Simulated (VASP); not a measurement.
Energy against volume of MgO (rock salt). Level of theory: vdW-DF-cx, VASP's PBE PAW potentials (set 64) (plane waves; VASP). Numerical set-up: 520 eV cut-off, 11×11×11 Γ-centred mesh, Gaussian smearing of 0.050 eV, potentials Mg O.

```csv
V (Å³/atom),E (eV/atom)
8.844,-4.57777
9.127,-4.59228
9.409,-4.59701
9.691,-4.59341
```

Fit these four points and predict the energy of the run at 9.973 Å³/atom.

A cubic in V^(−2/3), the third-order Birch-Murnaghan form, passes through the four points with V0 = 9.42 Å³/atom and B0 = 157 GPa, and gives -4.5826 eV/atom there. The run gave -4.5826 eV/atom, -0.0 meV/atom from the fit; all five points give B0 = 157 GPa.

The compound is MgO in the rock salt structure. It was relaxed first.
